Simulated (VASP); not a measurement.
Given:

```
MgI2
1.0
    2.08200    -3.60613     0.00000
    2.08200     3.60613     0.00000
    0.00000     0.00000     6.86167
Mg I
1 2
Cartesian
  4.16401   0.00000   0.00000
  2.08200   1.20205   1.67303
  2.08200  -1.20205   5.18864
```

Calculation: rev-vdW-DF2, VASP's PBE PAW potentials (set 64) (plane waves; VASP). Run with 520 eV cut-off, 7×7×4 Γ-centred mesh, tetrahedra with Blöchl corrections, potentials Mg I.

The cores are frozen, which limits the accuracy of field gradients.

Task: Give the principal components of the electric field gradient (V/Å²) and the asymmetry η at each nucleus.

Result: 
```tsv
atom	Vxx	Vyy	Vzz	η
Mg1	-0.1	-0.1	0.3	-
I2	21.8	21.8	-43.6	0.00
I3	21.8	21.8	-43.6	0.00
```

The compound is MgI2 in the 1T layered structure. It was relaxed first.
